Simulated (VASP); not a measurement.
```
Ag
1.0
    0.00000     2.00101     2.00101
    2.00101     0.00000     2.00101
    2.00101     2.00101     0.00000
Ag
1
Direct
  0.00000   0.00000   0.00000
```

Calculation: LDA (Ceperley-Alder, Perdew-Zunger), VASP's LDA PAW potentials (set 64) (plane waves; VASP). Run with 520 eV cut-off, 17×17×17 Γ-centred mesh, tetrahedra with Blöchl corrections, potentials Ag.

### Question
Estimate the energy per atom (σ→0), band gap (on the k-mesh) with the smallest direct gap where there is one.

### Answer

| Property | Result |
|---|---|
| band gap (on the k-mesh) | none (metal, semimetal or under 0.01 eV) |
| energy per atom (σ→0) | -3.782 eV/atom |

The absolute energy has meaning only against runs of the same code, potentials and settings.

The compound is Ag in the fcc structure. It was relaxed first, which changed the volume by -6 %.
